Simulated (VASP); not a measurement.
Here is a VASP 6.6.1 calculation.

File INCAR:

```
  ALGO = Normal
  EDIFF = 1E-6
  EDIFFG = -0.01
  ENCUT = 520
  GGA = PE
  IBRION = 2
  ISIF = 3
  ISMEAR = 0
  KPAR = 2
  LASPH = True
  LCHARG = False
  LREAL = False
  LWAVE = False
  NELM = 120
  NSW = 90
  PREC = Accurate
  SIGMA = 0.1
```

The input KPOINTS:

```
k-points
0
Gamma
  8 8 8
```

POSCAR

```
Ga3Sb
1.0
    0.0000000000      3.5170000000      3.5170000000
    3.5170000000      0.0000000000      3.5170000000
    3.5170000000      3.5170000000      0.0000000000
Ga Sb
3 1
Direct
    0.2500000000      0.2500000000      0.2500000000
    0.7500000000      0.7500000000      0.7500000000
    0.5000000000      0.5000000000      0.5000000000
    0.0000000000      0.0000000000      0.0000000000
```

Potentials or basis: VASP PAW PBE potentials, release 64 (Ga_d, Sb).

Launch:

```sh
$ cat potpaw_PBE.64/Ga_d/POTCAR potpaw_PBE.64/Sb/POTCAR > POTCAR
$ mpirun -np 2 vasp_std > vasp.out
```

Q: What does it give for the relaxed volume?

A: 21.83 Å³/atom.

Q: What does it give for the band gap on the k mesh?

A: None (metal or under the smearing width).

Final structure:
```yaml
crystal:
  lattice:
    - [0.00000, 3.52112, 3.52112]
    - [3.52112, 0.00000, 3.52112]
    - [3.52112, 3.52112, 0.00000]
  atoms:
    - { symbol: Ga, position: [0.25000, 0.25000, 0.25000] }
    - { symbol: Ga, position: [0.75000, 0.75000, 0.75000] }
    - { symbol: Ga, position: [0.50000, 0.50000, 0.50000] }
    - { symbol: Sb, position: [0.00000, 0.00000, 0.00000] }
```

The run has no spin-orbit coupling, so splittings on Sb are missing.
